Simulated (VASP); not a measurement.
Crystal: Cr2O3 (Eskolaite).

```xyz
10
Lattice="2.4785 1.4310 4.5308 -2.4785 1.4310 4.5308 0.0000 -2.8619 4.5308" Properties=species:S:1:pos:R:3 pbc="T T T"
Cr    0.0000    0.0000    4.7231
Cr    0.0000    0.0000    2.0731
Cr    0.0000    0.0000    8.8692
Cr    0.0000    0.0000   11.5192
O    -0.9626    1.4310    7.9288
O    -0.7579   -1.5492    7.9288
O     1.7206    0.1182    7.9288
O     0.9626   -1.4310    5.6635
O     0.7579    1.5492    5.6635
O    -1.7206   -0.1182    5.6635
```

```yaml
Program: VASP 6.6.1
Task: relaxation of cell and atoms
Functional: PBE
Potentials_or_basis: VASP PAW PBE potentials, release 64 (Cr_pv, O)
Cutoff: 600 eV
k_mesh: 9 × 9 × 9
Occupations: methfessel-paxton, width 0.1 eV
Spin: collinear spin, ferromagnetic start
Starting_moments: "[3.0, 3.0, 3.0, 3.0, 0.0, 0.0, 0.0, 0.0, 0.0, 0.0] μB"
```

At the start: pressure 7.8 GPa; volume 9.64 Å³/atom.

Task: Where does the relaxation end?

Result: Over 9 steps the energy falls by 12.8 meV/atom and the volume is 9.96 Å³/atom (+3.3 %); space group R-3c (No. 167, to 0.05 Å); moment 12.00 μB per cell.

The path:
```
step  energy change (eV)  largest force (eV/Å)  pressure (GPa)  volume (Å³)
   1              0.0000                0.6483            7.84        96.41
   2             -0.0255                0.2438           -7.33       103.15
   3             -0.1048                0.2141           -0.84        99.92
   4             -0.1211                0.0892           -0.29        99.69
   5             -0.1248                0.0596            0.12        99.51
   6             -0.1279                0.0283            0.05        99.56
   7             -0.1279                0.0306           -0.01        99.57
   8             -0.1279                0.0311           -0.02        99.57
   9             -0.1282                0.0031            0.00        99.56
```

Final structure:
```cif
data_structure
_symmetry_space_group_name_H-M 'P 1'
_symmetry_Int_Tables_number 1
_cell_length_a 5.3878
_cell_length_b 5.3878
_cell_length_c 5.3878
_cell_angle_alpha 55.698
_cell_angle_beta 55.698
_cell_angle_gamma 55.698
_cell_volume 99.56
loop_
_atom_site_label
_atom_site_type_symbol
_atom_site_fract_x
_atom_site_fract_y
_atom_site_fract_z
_atom_site_occupancy
Cr1 Cr 0.35012 0.35012 0.35012 1
Cr2 Cr 0.14988 0.14988 0.14988 1
Cr3 Cr 0.64988 0.64988 0.64988 1
Cr4 Cr 0.85012 0.85012 0.85012 1
O1 O 0.55144 0.94856 0.25000 1
O2 O 0.25000 0.55144 0.94856 1
O3 O 0.94856 0.25000 0.55144 1
O4 O 0.44856 0.05144 0.75000 1
O5 O 0.75000 0.44856 0.05144 1
O6 O 0.05144 0.75000 0.44856 1
```

Caveat: only a ferromagnetic start was run, and an antiferromagnetic order may lie lower in energy.
